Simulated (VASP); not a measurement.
Given:

```
Ni3Si
1.0
    3.53358     0.00000     0.00000
    0.00000     3.53358     0.00000
    0.00000     0.00000     3.53358
Si Ni
1 3
Direct
  0.00000   0.00000   0.00000
  0.00000   0.50000   0.50000
  0.50000   0.00000   0.50000
  0.50000   0.50000   0.00000
```

Calculation: RPBE GGA, VASP's PBE PAW potentials (set 64) (plane waves; VASP 6.6.1). Settings: 520 eV cut-off, Gaussian smearing of 0.050 eV, potentials Si Ni.

**Question.** Give the energies of bands 7 to 20 at the high-symmetry points, in eV from the Fermi level.

**Answer.** 
| band | Γ | X | M | R |
|---|---|---|---|---|
| 7 | -3.38 | -2.76 | -2.58 | -3.63 |
| 8 | -1.47 | -2.07 | -2.58 | -2.10 |
| 9 | -1.47 | -2.07 | -1.99 | -2.10 |
| 10 | -1.47 | -1.96 | -1.99 | -2.10 |
| 11 | -0.84 | -1.85 | -1.46 | -1.37 |
| 12 | -0.84 | -1.24 | -1.36 | -1.37 |
| 13 | -0.84 | -1.24 | -1.36 | -1.37 |
| 14 | -0.58 | -1.22 | -1.35 | -1.18 |
| 15 | -0.58 | -1.08 | -1.05 | -1.18 |
| 16 | -0.27 | -0.52 | -0.96 | -0.32 |
| 17 | 0.05 | 0.06 | -0.88 | -0.18 |
| 18 | 0.05 | 3.53 | 0.65 | -0.18 |
| 19 | 0.05 | 3.53 | 0.65 | -0.18 |
| 20 | 4.68 | 5.10 | 5.46 | 1.14 |

It has no gap at this level: it comes out as a metal or semimetal.

The compound is Ni3Si in the L1_2 structure. It was relaxed first. The run is not spin-polarised, so no magnetic state was tried.
